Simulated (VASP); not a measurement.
Energy against volume of CuZn (CsCl type). Method: optB86b-vdW, VASP's PBE PAW potentials (set 64) (plane waves; VASP). Numerical set-up: 520 eV cut-off, 12×12×12 Γ-centred mesh, first-order Methfessel-Paxton smearing of 0.10 eV, potentials Zn Cu.

| V (Å³/atom) | E (eV/atom) |
|---|---|
| 11.934 | 0.42392 |
| 12.315 | 0.40768 |
| 12.696 | 0.40203 |
| 13.077 | 0.40524 |

Problem. Fit these four points and predict the energy of the run at 13.458 Å³/atom.

Solution. A cubic in V^(−2/3), the third-order Birch-Murnaghan form, passes through the four points with V0 = 12.74 Å³/atom and B0 = 122 GPa, and gives 0.4158 eV/atom there. The run gave 0.4159 eV/atom, +0.0 meV/atom from the fit; all five points give B0 = 122 GPa.

The compound is CuZn in the CsCl type structure. It was relaxed first.
